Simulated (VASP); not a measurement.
Data:

```
CELL_PARAMETERS angstrom
      0.00000     2.16647     2.16647
      2.16647     0.00000     2.16647
      2.16647     2.16647     0.00000
ATOMIC_POSITIONS crystal
  Ti 0.00000 0.00000 0.00000
  C  0.50000 0.50000 0.50000
```

Method: TPSS meta-GGA, VASP's PBE PAW potentials (set 64) (plane waves; VASP 6.6.1). Numerical set-up: 520 eV cut-off, 16×16×16 Γ-centred mesh, tetrahedra with Blöchl corrections, potentials Ti_sv C.

Problem. Predict the energy per atom (σ→0), band gap (over mesh and band path) with the smallest direct gap where there is one.

Solution. 
* **band gap (over mesh and band path)**: none (metal, semimetal or under 0.01 eV)
* **energy per atom (σ→0)**: -13681 meV/atom

The absolute energy has meaning only against runs of the same code, potentials and settings.

The compound is TiC in the rock salt structure. It was relaxed first.
